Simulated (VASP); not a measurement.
Output of a VASP run:

File OSZICAR:
```
       N       E                     dE             d eps       ncg     rms          rms(c)
DAV:   1     0.913060715297E+01    0.91306E+01   -0.39977E+03   560   0.891E+02
DAV:   2    -0.133627217286E+02   -0.22493E+02   -0.21221E+02   808   0.109E+02
DAV:   3    -0.136345539393E+02   -0.27183E+00   -0.27183E+00   720   0.155E+01
DAV:   4    -0.136350935595E+02   -0.53962E-03   -0.53962E-03   856   0.691E-01
DAV:   5    -0.136350937911E+02   -0.23162E-06   -0.23160E-06   720   0.123E-02    0.719E+00
DAV:   6    -0.130281644564E+02    0.60693E+00   -0.16342E+00   608   0.700E+00    0.393E+00
DAV:   7    -0.129377448945E+02    0.90420E-01   -0.25794E-01   848   0.310E+00    0.130E+00
DAV:   8    -0.129296404685E+02    0.81044E-02   -0.28323E-02   600   0.116E+00    0.215E-01
DAV:   9    -0.129299484908E+02   -0.30802E-03   -0.50013E-04   792   0.206E-01    0.121E-01
DAV:  10    -0.129301454288E+02   -0.19694E-03   -0.29059E-04   632   0.135E-01    0.267E-02
DAV:  11    -0.129301558685E+02   -0.10440E-04   -0.13296E-05   792   0.317E-02    0.316E-02
DAV:  12    -0.129301566095E+02   -0.74099E-06   -0.31087E-06   568   0.116E-02
   1 F= -.13576167E+02 E0= -.13576167E+02  d E =-.135762E+02
       N       E                     dE             d eps       ncg     rms          rms(c)
DAV:   1    -0.129206970439E+02    0.94588E-02   -0.47277E-01   632   0.554E+00    0.874E-01
DAV:   2    -0.129098840797E+02    0.10813E-01   -0.21797E-02   744   0.952E-01    0.459E-01
DAV:   3    -0.129068654061E+02    0.30187E-02   -0.63701E-03   640   0.461E-01    0.135E-01
DAV:   4    -0.129066680411E+02    0.19736E-03   -0.22096E-04   728   0.113E-01    0.103E-01
DAV:   5    -0.129066312176E+02    0.36823E-04   -0.72872E-05   720   0.611E-02    0.454E-02
DAV:   6    -0.129066325539E+02   -0.13362E-05   -0.22453E-06   608   0.124E-02    0.534E-03
DAV:   7    -0.129066328040E+02   -0.25010E-06   -0.23971E-07   280   0.330E-03
   2 F= -.13579029E+02 E0= -.13579029E+02  d E =-.286281E-02
       N       E                     dE             d eps       ncg     rms          rms(c)
DAV:   1    -0.129239642475E+02   -0.17332E-01   -0.83178E-02   624   0.230E+00    0.361E-01
DAV:   2    -0.129220351001E+02    0.19291E-02   -0.39886E-03   744   0.406E-01    0.191E-01
DAV:   3    -0.129214952000E+02    0.53990E-03   -0.11167E-03   640   0.193E-01    0.511E-02
DAV:   4    -0.129214518866E+02    0.43313E-04   -0.43019E-05   720   0.493E-02    0.397E-02
DAV:   5    -0.129214411457E+02    0.10741E-04   -0.11743E-05   728   0.246E-02    0.188E-02
DAV:   6    -0.129214404152E+02    0.73052E-06   -0.34736E-07   288   0.500E-03
   3 F= -.13582536E+02 E0= -.13582536E+02  d E =-.636891E-02
```

File OUTCAR:
```
------------------------ aborting loop because EDIFF is reached ----------------------------------------
 Edisp (eV)   -0.66110
  FORCE on cell =-STRESS in cart. coord.  units (eV):
  Direction    XX          YY          ZZ          XY          YZ          ZX
  --------------------------------------------------------------------------------------
  Total       0.00043     0.00043     0.00043    -0.00000     0.00000    -0.00000
  in kB       0.02994     0.02994     0.02994    -0.00000     0.00000    -0.00000
  external pressure =        0.03 kB  Pullay stress =        0.00 kB
  volume of cell :       22.86
      direct lattice vectors                 reciprocal lattice vectors
     0.000000000  2.252641856  2.252641856    -0.221961604  0.221961604  0.221961604
     2.252641856  0.000000000  2.252641856     0.221961604 -0.221961604  0.221961604
     2.252641856  2.252641856  0.000000000     0.221961604  0.221961604 -0.221961604
  FREE ENERGIE OF THE ION-ELECTRON SYSTEM (eV)
  ---------------------------------------------------
  free  energy   TOTEN  =       -13.5825355036 eV

  energy  without entropy=      -13.5825355036  energy(sigma->0) =      -13.58253550

 reached required accuracy - stopping structural energy minimisation
```
(Selected blocks of OUTCAR.)

### POSCAR
```
BP
1
    0.0000000000     2.2700000000     2.2700000000
    2.2700000000     0.0000000000     2.2700000000
    2.2700000000     2.2700000000     0.0000000000
B P
1 1
Direct
  0.0000000000   0.0000000000   0.0000000000
  0.2500000000   0.2500000000   0.2500000000
```

Task: Reconstruct the remaining input files.

Result: This is not unique; one that fits is the input of the run itself, PBE GGA with D3 dispersion (Becke-Johnson damping), plane waves, VASP's PBE PAW potentials (set 64).

KPOINTS:
```
Automatic mesh
0
Gamma
9 9 9
0 0 0
```

### INCAR
```
SYSTEM = BP
PREC = Accurate
ENCUT = 520
EDIFF = 1E-6
NELM = 100
ALGO = Normal
LREAL = .FALSE.
LASPH = .TRUE.
ISMEAR = 0
SIGMA = 0.05
GGA = PE
IVDW = 12
LWAVE = .FALSE.
LCHARG = .FALSE.
IBRION = 2
ISIF = 3
NSW = 60
EDIFFG = -0.01
```

POTCAR, in this order: B P (PBE.64 set). Program: vasp_std.

Energy and stress use the plane-wave basis of the starting cell.

The compound is BP in the zinc blende structure. This run relaxes it. Symmetry was kept, so distortions that lower it aren't found.
